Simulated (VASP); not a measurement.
Input for VASP

### INCAR
```
ISMEAR = 0   ! Gaussian
NELM = 100   ! most electronic steps
PREC = Accurate
IBRION = 2   ! conjugate gradients
ISIF = 3   ! ions, shape and volume
SIGMA = 0.05
EDIFF = 1E-6   ! SCF stop (eV)
LWAVE = .FALSE.
PSTRESS = 300   ! kbar
LASPH = .TRUE.   ! aspherical one-centre terms
SYSTEM = CsBr
ALGO = Normal   ! blocked Davidson
LREAL = .FALSE.   ! projection in real space or not
LMAXMIX = 4
EDIFFG = -0.02
ENCUT = 500
GGA = PS
LCHARG = .FALSE.
NSW = 40   ! most ionic steps
```

File POSCAR:
```
CsBr
1
    3.6927835376     0.0000000000     0.0000000000
    0.0000000000     3.6927835376     0.0000000000
    0.0000000000     0.0000000000     3.6927835376
Cs Br
1 1
Direct
  0.0000000000   0.0000000000   0.0000000000
  0.5000000000   0.5000000000   0.5000000000
```

**KPOINTS**
```
Automatic mesh
0
Gamma
  7 7 7
0 0 0
```

POTCAR, in this order: Cs_sv Br (PBE.64 set). Program: vasp_std.

**Question.** Translate this PBEsol calculation to Ansatz.

**Answer.** One equivalent input (not run):
Ansatz 0.2 input:
```yaml
crystal:
  lattice:
    - [3.6927835, 0.0000000, 0.0000000]
    - [0.0000000, 3.6927835, 0.0000000]
    - [0.0000000, 0.0000000, 3.6927835]
  atoms:
    - { symbol: Cs, position: [0.0000000, 0.0000000, 0.0000000] }
    - { symbol: Br, position: [0.5000000, 0.5000000, 0.5000000] }
kpoints:
  mp_grid: { grid: [7, 7, 7] }
hamiltonian:
  xc: pbesol
  pseudopotentials: { kind: paw }
scf:
  occupations: { method: gaussian, width: 0.05 }
  max_iter: 100
relax:
  max_steps: 40
  f_tol: 0.02
  cell: { p_target: 30 }
output: { forces: true, stress: true, eigenvalues: true }
```
The two are equivalent in intent, not identical: each code has its own PAW files, so the cut-off isn't converted (ENCUT is set for VASP's; basis.ecutwfc is left out, and Ansatz then takes the one that its files recommend); Ansatz stops its SCF on the density residual and VASP on the energy change (EDIFF).

The compound is CsBr in the CsCl type structure. This run relaxes it under an external pressure of 30 GPa. Symmetry was kept, so distortions that lower it aren't found.
